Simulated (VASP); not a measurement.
Level of theory: PBE GGA, VASP's PBE PAW potentials (set 64) (plane waves; VASP).

VASP ran on this input.

**INCAR**
```
SYSTEM = BAs
PREC = Accurate; ENCUT = 520; LREAL = F
LASPH = T
EDIFF = 1E-6; NELM = 100; ALGO = Normal
LMAXMIX = 4
ISMEAR = 0; SIGMA = 0.05
GGA = PE
LWAVE = F; LCHARG = T
```

**KPOINTS**
```
Automatic mesh
0
Gamma
9 9 9
0 0 0
```

POSCAR:
```
BAs
3.4057340
  0.0000000000   0.7071067528   0.7071067528
  0.7071067528   0.0000000000   0.7071067528
  0.7071067528   0.7071067528   0.0000000000
B As
1 1
direct
  0.0000000000   0.0000000000   0.0000000000
  0.2500000000   0.2500000000   0.2500000000
```

POTCAR, in this order: B As (PBE.64 set). Program: vasp_std.

Output of the run:

File OUTCAR:
```
 ion  position               nearest neighbor table
   1  0.000  0.000  0.000-   2 2.09   2 2.09   2 2.09   2 2.09
   2  0.250  0.250  0.250-   1 2.09   1 2.09   1 2.09   1 2.09
  LATTYP: Found a face centered cubic cell.
 ALAT       =     4.8164350192
 Subroutine PRICEL returns:
 Original cell was already a primitive cell.
 Subroutine GETGRP returns: Found 24 space group operations
The static configuration has the point symmetry T_d .
The dynamic configuration has the point symmetry T_d .
 Subroutine INISYM returns: Found 24 space group operations
 Subroutine IBZKPT returns following result:
 Found     35 irreducible k-points:

 Following reciprocal coordinates:
            Coordinates               Weight
  0.000000  0.000000  0.000000      1.000000
  0.111111  0.000000  0.000000      8.000000
  0.222222  0.000000  0.000000      8.000000
  0.333333  0.000000  0.000000      8.000000
  0.444444  0.000000  0.000000      8.000000
  0.111111  0.111111  0.000000      6.000000
  0.222222  0.111111  0.000000     24.000000
  0.333333  0.111111  0.000000     24.000000
  0.444444  0.111111  0.000000     24.000000
 -0.444444  0.111111  0.000000     24.000000
 -0.333333  0.111111  0.000000     24.000000
 -0.222222  0.111111  0.000000     24.000000
 -0.111111  0.111111  0.000000     12.000000
  0.222222  0.222222  0.000000      6.000000
  0.333333  0.222222  0.000000     24.000000
  0.444444  0.222222  0.000000     24.000000
 -0.444444  0.222222  0.000000     24.000000
 -0.333333  0.222222  0.000000     24.000000
 -0.222222  0.222222  0.000000     12.000000
  0.333333  0.333333  0.000000      6.000000
  0.444444  0.333333  0.000000     24.000000
 -0.444444  0.333333  0.000000     24.000000
 -0.333333  0.333333  0.000000     12.000000
  0.444444  0.444444  0.000000      6.000000
 -0.444444  0.444444  0.000000     12.000000
  0.333333  0.222222  0.111111     24.000000
  0.444444  0.222222  0.111111     48.000000
 -0.444444  0.222222  0.111111     48.000000
  0.444444  0.333333  0.111111     24.000000
 -0.444444  0.333333  0.111111     48.000000
 -0.333333  0.333333  0.111111     48.000000
 -0.222222  0.333333  0.111111     24.000000
 -0.444444  0.444444  0.111111     24.000000
 -0.333333  0.444444  0.111111     24.000000
 -0.333333  0.444444  0.222222     24.000000
   k-points           NKPTS =     35   k-points in BZ     NKDIM =     35   number of bands    NBANDS=      8
   number of dos      NEDOS =    301   number of ions     NIONS =      2
   total plane-waves  NPLWV =  21952
   dimension x,y,z NGX =    28 NGY =   28 NGZ =   28
   dimension x,y,z NGXF=    56 NGYF=   56 NGZF=   56
   ions per type =               1   1
   PREC   = accura    normal or accurate (medium, high low for compatibility)
   ISTART =      0    job   : 0-new  1-cont  2-samecut
   ICHARG =      2    charge: 1-file 2-atom 10-const
   ISPIN  =      1    spin polarized calculation?
   LNONCOLLINEAR =      F non collinear calculations
   LSORBIT =      F    spin-orbit coupling
   INIWAV =      1    electr: 0-lowe 1-rand  2-diag
   ENCUT  =  520.0 eV  38.22 Ry    6.18 a.u.   6.33  6.33  6.33*2*pi/ulx,y,z
   NELM   =    100;   NELMIN=  2; NELMDL= -5     # of ELM steps
   EDIFF  = 0.1E-05   stopping-criterion for ELM
   LREAL  =      F    real-space projection
   NLSPLINE    = F    spline interpolate recip. space projectors
   LMAXMIX     =    4 max onsite mixed and CHGCAR
   VOSKOWN=      0    Vosko Wilk Nusair interpolation
   EDIFFG = 0.1E-04   stopping-criterion for IOM
   NSW    =      0    number of steps for IOM
   NBLOCK =      1;   KBLOCK =      1    inner block; outer block
   IBRION =     -1    ionic relax: 0-MD 1-quasi-New 2-CG
...
```

**OSZICAR**
```
       N       E                     dE             d eps       ncg     rms          rms(c)
DAV:   1     0.132402539075E+02    0.13240E+02   -0.39682E+03   560   0.884E+02
DAV:   2    -0.117138458585E+02   -0.24954E+02   -0.23743E+02   872   0.106E+02
DAV:   3    -0.120053552007E+02   -0.29151E+00   -0.29151E+00   616   0.161E+01
DAV:   4    -0.120057564062E+02   -0.40121E-03   -0.40121E-03   856   0.651E-01
DAV:   5    -0.120057565123E+02   -0.10613E-06   -0.10613E-06   600   0.701E-03    0.477E+00
DAV:   6    -0.114723501929E+02    0.53341E+00   -0.17534E+00   576   0.677E+00    0.236E+00
DAV:   7    -0.114191402173E+02    0.53210E-01   -0.18769E-01   792   0.263E+00    0.937E-01
DAV:   8    -0.114125642263E+02    0.65760E-02   -0.21279E-02   608   0.102E+00    0.113E-01
DAV:   9    -0.114128819725E+02   -0.31775E-03   -0.61512E-04   696   0.198E-01    0.637E-02
DAV:  10    -0.114130680898E+02   -0.18612E-03   -0.29811E-04   688   0.127E-01    0.160E-02
DAV:  11    -0.114130741908E+02   -0.61010E-05   -0.12361E-05   824   0.274E-02    0.132E-02
DAV:  12    -0.114130738602E+02    0.33059E-06   -0.24706E-06   576   0.111E-02
   1 F= -.11413074E+02 E0= -.11413074E+02  d E =-.167684E-10
```

### OUTCAR
```
------------------------ aborting loop because EDIFF is reached ----------------------------------------
  FORCE on cell =-STRESS in cart. coord.  units (eV):
  Direction    XX          YY          ZZ          XY          YZ          ZX
  --------------------------------------------------------------------------------------
  Total        0.0000295      0.0000295      0.0000295     -0.0000000      0.0000000     -0.0000000
  in kB        0.0016893      0.0016893      0.0016893     -0.0000000      0.0000000     -0.0000000
  external PRESSURE =       0.0016893 kB  Pullay stress =       0.0000000 kB
  volume of cell :       27.93
      direct lattice vectors                 reciprocal lattice vectors
     0.000000000  2.408217510  2.408217510    -0.207622442  0.207622442  0.207622442
     2.408217510  0.000000000  2.408217510     0.207622442 -0.207622442  0.207622442
     2.408217510  2.408217510  0.000000000     0.207622442  0.207622442 -0.207622442
  FREE ENERGIE OF THE ION-ELECTRON SYSTEM (eV)
  ---------------------------------------------------
  free  energy   TOTEN  =       -11.4130738602 eV

  energy  without entropy=      -11.4130738602  energy(sigma->0) =      -11.41307386
```
(Selected blocks of OUTCAR.)

The compound is BAs in the zinc blende structure. It was relaxed first.
